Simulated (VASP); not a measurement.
An input for Ansatz (written as the equivalent of a VASP run, and not itself run):

Ansatz 0.2 input:
```yaml
crystal:
  lattice:
    - [0.0000000, 2.5140736, 2.5140736]
    - [2.5140736, 0.0000000, 2.5140736]
    - [2.5140736, 2.5140736, 0.0000000]
  atoms:
    - { symbol: Sn, position: [0.0000000, 0.0000000, 0.0000000] }
    - { symbol: O, position: [0.2500000, 0.2500000, 0.2500000] }
kpoints:
  mp_grid: { grid: [13, 13, 13] }
hamiltonian:
  xc: pbesol
  pseudopotentials: { kind: paw }
scf:
  occupations: { method: methfessel_paxton, width: 0.1 }
  max_iter: 100
relax:
  max_steps: 40
  f_tol: 0.02
  cell: { p_target: 20 }
output: { forces: true, stress: true, eigenvalues: true }
```

Problem. Write the VASP files for the same calculation (PBEsol).

Solution. One answer among several that fit: 
**INCAR**
```
SYSTEM = SnO
PREC = Accurate
ENCUT = 620
EDIFF = 1E-6
NELM = 100
ALGO = Normal
LREAL = .FALSE.
LASPH = .TRUE.
ISMEAR = 1
SIGMA = 0.1
GGA = PS
LMAXMIX = 4
LWAVE = .FALSE.
LCHARG = .FALSE.
IBRION = 2
ISIF = 3
NSW = 40
EDIFFG = -0.02
PSTRESS = 200
```

KPOINTS:
```
Automatic mesh
0
Gamma
13 13 13
0 0 0
```

**POSCAR**
```
SnO
1.0
  0.0000000000   2.5140735831   2.5140735831
  2.5140735831   0.0000000000   2.5140735831
  2.5140735831   2.5140735831   0.0000000000
Sn O
1 1
Cart
  0.0000000000   0.0000000000   0.0000000000
  1.2570367916   1.2570367916   1.2570367916
```

POTCAR, in this order: Sn_d O (PBE.64 set). Program: vasp_std.

Limits of the translation: each code has its own PAW files, so the cut-off isn't converted (ENCUT is set for VASP's; basis.ecutwfc is left out, and Ansatz then takes the one that its files recommend); Ansatz stops its SCF on the density residual and VASP on the energy change (EDIFF).

The structure was generated: SnO was put into the zinc blende type (F-43m), which need not be its known phase. It was relaxed first under an external pressure of 20 GPa.
